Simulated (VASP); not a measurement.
# Co2Cu2C: magnetic orders, part 3 of 5

Is Co2Cu2C a ferromagnet or an antiferromagnet at this level? The cell is invented: it takes the structure of a Materials Project entry for Mn2Co2C (space group 123 there), with some of its atoms replaced by other elements, volume scaled by an estimate. It may not be a known or stable phase.

VASP 6.6.1, plane waves and PAW; the level of theory is named at each step.

Still holding for the runs below: The magnetic state follows from one typed start and may not be the lowest. The k-mesh is coarse for a metal. A U on the itinerant d states of such a compound is hard to justify; it moves the bands at the Fermi level and favours large moments.

So far, largest spin moment in the PAW sphere (μB): step 2 (relax in the ferromagnetic state) 1.02. The relaxed cell has a = 3.593, c = 3.841 Å (conventional setting).

## Step 3: Magnetic order, start order fm, signs ++++

This step: LDA, DFT+U (Co d 3 eV, Cu d 2 eV), spin-polarised, from parallel moments; plane waves and PAW (Cu, Co, C); invented cell (VASP 6.6.1).

Each run starts from other signs of the moments at the same geometry and cutoff; gentle mixing helps it keep them. Any wave vector in a name is a fraction of the reciprocal vectors of the first cell as typed.

Input file INCAR:

```
SYSTEM = Co2Cu2C
PREC = Accurate
ENCUT = 480
EDIFF = 1E-06
NELM = 150
ISMEAR = 0
SIGMA = 0.05
LREAL = .FALSE.
ALGO = Normal
GGA = CA
NBANDS = 30
ISPIN = 2
MAGMOM = 0.6 0.6 2 2 0
LDAU = .TRUE.
LDAUTYPE = 2
LDAUL = 2 2 -1
LDAUU = 2 3 0
LDAUJ = 0 0 0
LDAUPRINT = 1
LASPH = .TRUE.
LMAXMIX = 4
LORBIT = 11
LWAVE = .FALSE.
LCHARG = .TRUE.
AMIX = 0.2
BMIX = 1E-04
AMIX_MAG = 0.8
BMIX_MAG = 1E-04
```

Input file POSCAR:

```
Co2Cu2C
1.0
    3.5927436800      0.0000000000      0.0000000000
    0.0000000000      3.5927436800      0.0000000000
    0.0000000000      0.0000000000      3.8411341637
Cu Co C
2 2 1
Direct
    0.0000000000      0.0000000000      0.0000000000
    0.5000000000      0.5000000000      0.0000000000
    0.5000000000      0.0000000000      0.5000000000
    0.0000000000      0.5000000000      0.5000000000
    0.5000000000      0.5000000000      0.5000000000
```

Input file KPOINTS:

```
Automatic mesh
0
Gamma
5 5 5
0 0 0
```

PAW data sets: Cu, Co and C (LDA family, release 64).

Launch:

```
> mpirun -np 1 vasp_std
```

Log:

```text
[... set-up lines as in an earlier step ...]
 entering main loop
       N       E                     dE             d eps       ncg     rms          rms(c)
DAV:   1     0.331753344651E+03    0.33175E+03   -0.18770E+04  2272   0.219E+03
DAV:   2     0.331343332990E+00   -0.33142E+03   -0.31588E+03  2172   0.385E+02
DAV:   3    -0.334554891943E+02   -0.33787E+02   -0.31849E+02  2718   0.156E+02
DAV:   4    -0.348712866802E+02   -0.14158E+01   -0.14010E+01  2858   0.336E+01
DAV:   5    -0.349140419068E+02   -0.42755E-01   -0.42736E-01  2988   0.577E+00    0.301E+01
DAV:   6    -0.280095899846E+02    0.69045E+01   -0.15915E+01  3256   0.922E+01    0.127E+01
DAV:   7    -0.283167607143E+02   -0.30717E+00   -0.50537E+00  3574   0.407E+01    0.920E+00
DAV:   8    -0.281806314751E+02    0.13613E+00   -0.69114E-01  3402   0.260E+01    0.716E+00
DAV:   9    -0.282301880250E+02   -0.49557E-01   -0.46122E-01  3700   0.926E+00    0.438E+00
DAV:  10    -0.282628776154E+02   -0.32690E-01   -0.32379E-01  3782   0.809E+00    0.165E+00
DAV:  11    -0.282813606398E+02   -0.18483E-01   -0.22995E-02  3212   0.304E+00    0.109E+00
DAV:  12    -0.283012627007E+02   -0.19902E-01   -0.13432E-02  3882   0.166E+00    0.469E-01
DAV:  13    -0.283073210365E+02   -0.60583E-02   -0.73152E-03  4000   0.152E+00    0.228E-01
DAV:  14    -0.283091842670E+02   -0.18632E-02   -0.22821E-03  3620   0.614E-01    0.138E-01
DAV:  15    -0.283096352952E+02   -0.45103E-03   -0.55232E-04  3534   0.445E-01    0.637E-02
DAV:  16    -0.283097311182E+02   -0.95823E-04   -0.20355E-04  3494   0.304E-01    0.255E-02
DAV:  17    -0.283097559803E+02   -0.24862E-04   -0.55355E-05  3218   0.684E-02    0.119E-02
DAV:  18    -0.283097582995E+02   -0.23193E-05   -0.92018E-06  2190   0.336E-02    0.648E-03
DAV:  19    -0.283097586992E+02   -0.39966E-06   -0.15330E-06  1546   0.156E-02
   1 F= -.28309759E+02 E0= -.28308865E+02  d E =-.178775E-02  mag=     2.0005
```

Run time: 64 s. Hardware: 1 MPI rank of AMD EPYC 7R43, shared host; peak memory 0.14 GiB.

Parts of OUTCAR (step 3):

```text
  LATTYP: Found a simple tetragonal cell.
 ALAT       =     3.5927436800
 C/A-ratio  =     1.0691367116

The static configuration has the point symmetry D_4h.

 Found     18 irreducible k-points:

   k-points           NKPTS =     18   k-points in BZ     NKDIM =     18   number of bands    NBANDS=     30

   ENCUT  =  480.0 eV  35.28 Ry    5.94 a.u.   6.42  6.42  6.86*2*pi/ulx,y,z

   NELECT =      44.0000    total number of electrons

atom =   1  type =  1  l = 2

 onsite density matrix

spin component  1

  0.9312  0.0000 -0.0000  0.0000 -0.0000
  0.0000  0.9371  0.0000  0.0000  0.0000
 -0.0000  0.0000  0.9386 -0.0000  0.0000
  0.0000  0.0000 -0.0000  0.9371 -0.0000
 -0.0000  0.0000  0.0000 -0.0000  0.9326

spin component  2

  0.9381 -0.0000  0.0000  0.0000 -0.0000
 -0.0000  0.9119 -0.0000 -0.0000 -0.0000
  0.0000 -0.0000  0.9311 -0.0000  0.0000
  0.0000 -0.0000 -0.0000  0.9119 -0.0000
 -0.0000 -0.0000  0.0000 -0.0000  0.9340

 occupancies and eigenvectors

  o =  0.9119  v =  0.0000  0.0000  0.0000  0.0000  0.0000  0.0000  0.4400  0.0000 -0.8980  0.0000      0.0000  0.0000  0.0000  0.0000  0.0000  0.0000  0.0000  0.0000  0.0000  0.0000
  o =  0.9119  v =  0.0000  0.0000  0.0000  0.0000  0.0000  0.0000 -0.8980  0.0000 -0.4400 -0.0000      0.0000  0.0000  0.0000  0.0000  0.0000  0.0000  0.0000  0.0000  0.0000  0.0000
  o =  0.9311  v =  0.0000  0.0000  0.0000  0.0000  0.0000  0.0000 -0.0000  1.0000  0.0000 -0.0000      0.0000  0.0000  0.0000  0.0000  0.0000  0.0000  0.0000  0.0000  0.0000  0.0000
  o =  0.9312  v =  1.0000  0.0000  0.0000  0.0000  0.0000  0.0000  0.0000  0.0000  0.0000  0.0000      0.0000  0.0000  0.0000  0.0000  0.0000  0.0000  0.0000  0.0000  0.0000  0.0000
  o =  0.9326  v =  0.0000 -0.0000 -0.0000 -0.0000  1.0000  0.0000  0.0000  0.0000  0.0000  0.0000      0.0000  0.0000  0.0000  0.0000  0.0000  0.0000  0.0000  0.0000  0.0000  0.0000
  o =  0.9340  v =  0.0000  0.0000  0.0000  0.0000  0.0000  0.0000 -0.0000  0.0000  0.0000  1.0000      0.0000  0.0000  0.0000  0.0000  0.0000  0.0000  0.0000  0.0000  0.0000  0.0000
  o =  0.9371  v =  0.0000 -0.9991  0.0000 -0.0431 -0.0000  0.0000  0.0000  0.0000  0.0000  0.0000      0.0000  0.0000  0.0000  0.0000  0.0000  0.0000  0.0000  0.0000  0.0000  0.0000
  o =  0.9371  v =  0.0000 -0.0431  0.0000  0.9991  0.0000  0.0000  0.0000  0.0000  0.0000  0.0000      0.0000  0.0000  0.0000  0.0000  0.0000  0.0000  0.0000  0.0000  0.0000  0.0000
  o =  0.9381  v =  0.0000  0.0000  0.0000  0.0000  0.0000  1.0000  0.0000  0.0000  0.0000  0.0000      0.0000  0.0000  0.0000  0.0000  0.0000  0.0000  0.0000  0.0000  0.0000  0.0000
  o =  0.9386  v =  0.0000  0.0000  1.0000 -0.0000  0.0000  0.0000  0.0000  0.0000  0.0000  0.0000      0.0000  0.0000  0.0000  0.0000  0.0000  0.0000  0.0000  0.0000  0.0000  0.0000

atom =   2  type =  1  l = 2

 onsite density matrix

spin component  1

  0.9330  0.0000 -0.0000 -0.0000  0.0000
  0.0000  0.9378 -0.0000  0.0000 -0.0000
 -0.0000 -0.0000  0.8761  0.0000  0.0000
 -0.0000  0.0000  0.0000  0.9378 -0.0000
  0.0000 -0.0000  0.0000 -0.0000  0.9456

spin component  2

  0.9302 -0.0000 -0.0000  0.0000 -0.0000
 -0.0000  0.9491  0.0000  0.0000 -0.0000
 -0.0000  0.0000  0.8930  0.0000  0.0000
  0.0000  0.0000  0.0000  0.9491  0.0000
 -0.0000 -0.0000  0.0000  0.0000  0.9401

 occupancies and eigenvectors

  o =  0.8761  v =  0.0000  0.0000 -1.0000 -0.0000 -0.0000  0.0000  0.0000  0.0000  0.0000  0.0000      0.0000  0.0000  0.0000  0.0000  0.0000  0.0000  0.0000  0.0000  0.0000  0.0000
  o =  0.8930  v =  0.0000  0.0000  0.0000  0.0000  0.0000  0.0000  0.0000  1.0000  0.0000  0.0000      0.0000  0.0000  0.0000  0.0000  0.0000  0.0000  0.0000  0.0000  0.0000  0.0000
  o =  0.9302  v =  0.0000  0.0000  0.0000  0.0000  0.0000  1.0000  0.0000  0.0000  0.0000  0.0000      0.0000  0.0000  0.0000  0.0000  0.0000  0.0000  0.0000  0.0000  0.0000  0.0000
  o =  0.9330  v =  1.0000  0.0000  0.0000  0.0000  0.0000  0.0000  0.0000  0.0000  0.0000  0.0000      0.0000  0.0000  0.0000  0.0000  0.0000  0.0000  0.0000  0.0000  0.0000  0.0000
  o =  0.9378  v =  0.0000 -0.9175 -0.0000  0.3977 -0.0000  0.0000  0.0000  0.0000  0.0000  0.0000      0.0000  0.0000  0.0000  0.0000  0.0000  0.0000  0.0000  0.0000  0.0000  0.0000
  o =  0.9378  v =  0.0000  0.3977  0.0000  0.9175  0.0000  0.0000  0.0000  0.0000  0.0000  0.0000      0.0000  0.0000  0.0000  0.0000  0.0000  0.0000  0.0000  0.0000  0.0000  0.0000
  o =  0.9401  v =  0.0000  0.0000  0.0000  0.0000  0.0000  0.0000  0.0000 -0.0000 -0.0000  1.0000      0.0000  0.0000  0.0000  0.0000  0.0000  0.0000  0.0000  0.0000  0.0000  0.0000
  o =  0.9456  v =  0.0000 -0.0000 -0.0000  0.0000  1.0000  0.0000  0.0000  0.0000  0.0000  0.0000      0.0000  0.0000  0.0000  0.0000  0.0000  0.0000  0.0000  0.0000  0.0000  0.0000
  o =  0.9491  v =  0.0000  0.0000  0.0000  0.0000  0.0000  0.0000  0.6383  0.0000 -0.7698 -0.0000      0.0000  0.0000  0.0000  0.0000  0.0000  0.0000  0.0000  0.0000  0.0000  0.0000
  o =  0.9491  v =  0.0000  0.0000  0.0000  0.0000  0.0000  0.0000 -0.7698  0.0000 -0.6383 -0.0000      0.0000  0.0000  0.0000  0.0000  0.0000  0.0000  0.0000  0.0000  0.0000  0.0000

atom =   3  type =  2  l = 2

 onsite density matrix

spin component  1

  0.8048 -0.0000  0.0000  0.0000 -0.0000
 -0.0000  0.8812 -0.0000  0.0000 -0.0000
[...]
-0.0000  0.0000  0.0381  0.0000  0.8395

spin component  2

  0.6290  0.0000 -0.0000 -0.0000 -0.0000
  0.0000  0.2844 -0.0000  0.0000  0.0000
 -0.0000 -0.0000  0.8399  0.0000  0.0451
 -0.0000  0.0000  0.0000  0.6842 -0.0000
 -0.0000  0.0000  0.0451 -0.0000  0.8275

 occupancies and eigenvectors

  o =  0.2844  v =  0.0000  0.0000  0.0000  0.0000  0.0000  0.0000  1.0000  0.0000  0.0000 -0.0000      0.0000  0.0000  0.0000  0.0000  0.0000  0.0000  0.0000  0.0000  0.0000  0.0000
  o =  0.6290  v =  0.0000  0.0000  0.0000  0.0000  0.0000  1.0000  0.0000  0.0000  0.0000  0.0000      0.0000  0.0000  0.0000  0.0000  0.0000  0.0000  0.0000  0.0000  0.0000  0.0000
  o =  0.6842  v =  0.0000  0.0000  0.0000  0.0000  0.0000  0.0000 -0.0000 -0.0000  1.0000  0.0000      0.0000  0.0000  0.0000  0.0000  0.0000  0.0000  0.0000  0.0000  0.0000  0.0000
  o =  0.7881  v =  0.0000  0.0000  0.0000  0.0000  0.0000  0.0000  0.0000 -0.6573 -0.0000  0.7536      0.0000  0.0000  0.0000  0.0000  0.0000  0.0000  0.0000  0.0000  0.0000  0.0000
  o =  0.8048  v =  1.0000  0.0000  0.0000  0.0000  0.0000  0.0000  0.0000  0.0000  0.0000  0.0000      0.0000  0.0000  0.0000  0.0000  0.0000  0.0000  0.0000  0.0000  0.0000  0.0000
  o =  0.8181  v =  0.0000 -0.0000 -0.4899 -0.0000  0.8718  0.0000  0.0000  0.0000  0.0000  0.0000      0.0000  0.0000  0.0000  0.0000  0.0000  0.0000  0.0000  0.0000  0.0000  0.0000
  o =  0.8792  v =  0.0000  0.0000  0.0000  0.0000  0.0000  0.0000 -0.0000  0.7536  0.0000  0.6573      0.0000  0.0000  0.0000  0.0000  0.0000  0.0000  0.0000  0.0000  0.0000  0.0000
  o =  0.8812  v =  0.0000  0.0000  0.0000  1.0000  0.0000  0.0000  0.0000  0.0000  0.0000  0.0000      0.0000  0.0000  0.0000  0.0000  0.0000  0.0000  0.0000  0.0000  0.0000  0.0000
  o =  0.9073  v =  0.0000 -0.0000 -0.8718  0.0000 -0.4899  0.0000  0.0000  0.0000  0.0000  0.0000      0.0000  0.0000  0.0000  0.0000  0.0000  0.0000  0.0000  0.0000  0.0000  0.0000
  o =  0.9113  v =  0.0000 -1.0000  0.0000  0.0000  0.0000  0.0000  0.0000  0.0000  0.0000  0.0000      0.0000  0.0000  0.0000  0.0000  0.0000  0.0000  0.0000  0.0000  0.0000  0.0000

 E-fermi :   8.8664

 spin component 1
 k-point     1 :       0.0000    0.0000    0.0000
  band No.  band energies     occupation
    ...
     20       7.0456      1.00000
     21       7.2102      1.00000
     22       7.2102      1.00000
     23       7.5012      1.00000
     24       7.9190      1.00000
     25      12.3907      0.00000
     26      14.3847      0.00000
     27      14.8941      0.00000
     28      14.8941      0.00000
     29      15.3801      0.00000
    ...

 k-point     2 :       0.2000    0.0000    0.0000
  band No.  band energies     occupation
    ...
     20       7.2042      1.00000
     21       7.3079      1.00000
     22       7.3934      1.00000
     23       7.8134      1.00000
     24       8.5308      1.00000
     25      12.6380      0.00000
     26      13.5203      0.00000
     27      14.5719      0.00000
     28      15.2632      0.00000
     29      15.9064      0.00000
    ...

 k-point     3 :       0.4000    0.0000    0.0000
  band No.  band energies     occupation
    ...
     18       6.5611      1.00000
     19       6.8669      1.00000
     20       6.9331      1.00000
     21       7.0893      1.00000
     22       7.1953      1.00000
     23       8.9377      0.02193
     24       9.4668      0.00000
     25      12.4492      0.00000
     26      13.3772      0.00000
     27      14.5465      0.00000
    ...

 k-point     4 :       0.2000    0.2000    0.0000
  band No.  band energies     occupation
    ...
     20       7.0786      1.00000
     21       7.1947      1.00000
     22       7.1985      1.00000
     23       8.4228      1.00000
     24       8.8510      0.66852
     25      12.8693      0.00000
     26      13.1397      0.00000
     27      14.3417      0.00000
     28      14.8822      0.00000
     29      17.5606      0.00000
    ...

  Total        0.0966223      0.0966223      0.0506923      0.0000000      0.0000000      0.0000000
  in kB        3.1223085      3.1223085      1.6381004      0.0000000      0.0000000      0.0000000
  external PRESSURE =       2.6275725 kB  Pullay stress =       0.0000000 kB

  energy-cutoff  :      480.00
  volume of cell :       49.58
      direct lattice vectors                 reciprocal lattice vectors
     3.592743680  0.000000000  0.000000000     0.278338810  0.000000000  0.000000000
     0.000000000  3.592743680  0.000000000     0.000000000  0.278338810  0.000000000
     0.000000000  0.000000000  3.841134164     0.000000000  0.000000000  0.260339774

 POSITION                                       TOTAL-FORCE (eV/Angst)
 -----------------------------------------------------------------------------------
      0.00000      0.00000      0.00000         0.000000      0.000000      0.000000
      1.79637      1.79637      0.00000         0.000000      0.000000      0.000000
      1.79637      0.00000      1.92057         0.000000      0.000000      0.000000
      0.00000      1.79637      1.92057         0.000000      0.000000      0.000000
      1.79637      1.79637      1.92057         0.000000      0.000000      0.000000
 -----------------------------------------------------------------------------------
    total drift:                                0.000000      0.000000      0.000000

  FREE ENERGIE OF THE ION-ELECTRON SYSTEM (eV)
  ---------------------------------------------------
  free  energy   TOTEN  =       -28.3097586992 eV

  energy  without entropy=      -28.3079709457  energy(sigma->0) =      -28.30886482

 total charge
# of ion       s       p       d       tot
------------------------------------------
    1        0.420   0.345   9.283  10.047
    2        0.449   0.527   9.268  10.244
    3        0.479   0.681   7.549   8.710
    4        0.479   0.681   7.549   8.710
    5        0.901   1.600   0.000   2.501
--------------------------------------------------
tot          2.728   3.834  33.649  40.211

 magnetization (x)
# of ion       s       p       d       tot
------------------------------------------
    1       -0.028  -0.014   0.050   0.008
    2        0.011  -0.006  -0.031  -0.026
    3       -0.004  -0.006   1.059   1.048
    4       -0.004  -0.006   1.059   1.048
    5       -0.003  -0.033   0.000  -0.036
--------------------------------------------------
tot         -0.028  -0.065   2.136   2.043

[... 2 parts as in an earlier step ...]

[... 11 further parts left out ...]
```

This step gave:

```yaml
electronic_cycles: 19
free_energy_toten: -28.31 eV
energy_at_zero_smearing: -28.31 eV
fermi_energy: 8.866 eV
moment_of_the_cell_from_the_last_line_of_the_log: 2.001 μB
```

Spin moment in the PAW sphere by atom:

| atom | spin moment in the PAW sphere (μB) |
| --- | --- |
| Cu1 | 0.01 |
| Cu2 | -0.03 |
| Co3 | 1.05 |
| Co4 | 1.05 |
| C5 | -0.04 |

Spin density in the ac plane at fractional y = 0.500, with atoms of Cu and Co and C within 0.2 Å of it.

Ten even steps from '_' (-0.1 e/Å³) to '@' (1.5 e/Å³), each cell a mean:
```
____________________________
____________________________
____________________________
____________________________
::....__________________..::
##++::__________________::++
@@**::__________________--##
%%++::__________________::**
--::..__________________..--
____________________________
____________________________
____________________________
____________________________
____________________________
```
Columns run along a (3.6 Å), rows up along c (3.8 Å). Atoms in or near the plane, at fractional coordinates: Cu at (0.50, 0.00), Co at (0.00, 0.50), C at (0.50, 0.50).

Valence density in the ac plane at fractional y = 0.500, with atoms of Cu and Co and C within 0.2 Å of it. It is the smooth field of the valence electrons, not physical close to the nuclei.

Ten even steps from '0' (0 e/Å³) to '9' (16 e/Å³), each cell a mean:
```
00000257520000
00000123200000
00000000000000
00000000000000
11000000000001
42100000000013
54100000000024
43100000000013
21000000000011
00000000000000
00000000000000
00000011100000
00000256410000
00000379620000
```
Columns run along a (3.6 Å), rows up along c (3.8 Å). Atoms in or near the plane, at fractional coordinates: Cu at (0.50, 0.00), Co at (0.00, 0.50), C at (0.50, 0.50).

The largest moment at the end is 1.05 μB, and the moments of the cell sum to 2.00 μB.

(Continued in part 4 of 5.)

[Lines on the potential files, build, host, timing and source positions are cut from VASP's logs without a mark.]

[Logs are printed without paths, hosts, clocks, repeated set-up lines and the standing remarks that a program may print on its own settings, such as how far it seeks lower states.]

[Hosts, paths, dates, database ids (printed as entryN), source tags and the programs' standing remarks are cut or masked in the printed files.]

[In band tables of VASP the shares of atoms and orbitals are scaled to a sum of 1 inside the atoms' spheres.]

[Runs that stopped without an error message from VASP are left out.]
